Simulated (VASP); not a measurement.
Data:

```
CELL_PARAMETERS angstrom
      0.00000     2.80109     2.80109
      2.80109     0.00000     2.80109
      2.80109     2.80109     0.00000
ATOMIC_POSITIONS crystal
  Ca 0.00000 0.00000 0.00000
  S  0.50000 0.50000 0.50000
```

Level of theory: AM05 GGA, VASP's PBE PAW potentials (set 64) (plane waves; VASP). Run with 520 eV cut-off, 8×8×8 Γ-centred mesh, Gaussian smearing of 0.050 eV, potentials Ca_sv S.

Problem. Predict the energy per atom (σ→0), pressure, band gap (on the k-mesh) with the smallest direct gap where there is one.

Solution. 
```json
{
 "band gap (on the k-mesh)": "2.16 eV",
 "smallest direct gap (on the k-mesh)": "3.01 eV",
 "energy per atom (σ→0)": "-5.224 eV/atom",
 "pressure": "19.0 kbar"
}
```

Only differences to runs with the same potentials and settings are physical.

The compound is CaS in the rock salt structure. This cell is one point of a volume scan, at 0.97 of the reference volume.
